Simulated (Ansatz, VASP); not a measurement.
## One calculation of Na2Ru, two programs

```
Na Ru
1.0
     1.55872    0.89993    6.03514
    -1.55872    0.89993    6.03514
     0.00000   -1.79986    6.03514
Na Ru
2 1
Direct
  0.74840 0.74840 0.74840
  0.58490 0.58490 0.58490
  0.00000 0.00000 0.00000
```

Alike in both runs: task relaxation of cell and atoms; functional PBE; k mesh 6 × 6 × 6; occupations gaussian, width 0.1 eV; no spin polarisation.

|  | VASP | Ansatz |
| --- | --- | --- |
| version | VASP 6.6.1 | Ansatz 0.2.0 |
| potentials or method | VASP PAW PBE potentials, release 64 (Na_pv, Ru_pv) | scalar-relativistic, plane waves, PAW |
| plane-wave cutoff (eV) | 600 | 420 |
| valence electrons in the cell | 28 | 34 |

|  | VASP | Ansatz | Ansatz less VASP |
| --- | --- | --- | --- |
| gap on the k mesh at the Fermi level, each at its own relaxed structure (eV) | none | none | - |
| relaxed volume (Å³/atom) | 19.32 | 19.42 | +0.106 |
| relaxed cell length with the largest relative difference (Å) | 8.508 | 8.544 | +0.0365 |
| energy change over the relaxation (meV/atom) | -1302 | -1293 | +9.0 |

A gap of «none» marks a metal or a gap that the smearing closes. The two sets of potentials don't hold the same shells in valence.

Caveats: the k mesh is coarse (spacing up to 0.39 Å⁻¹), so the values aren't converged.
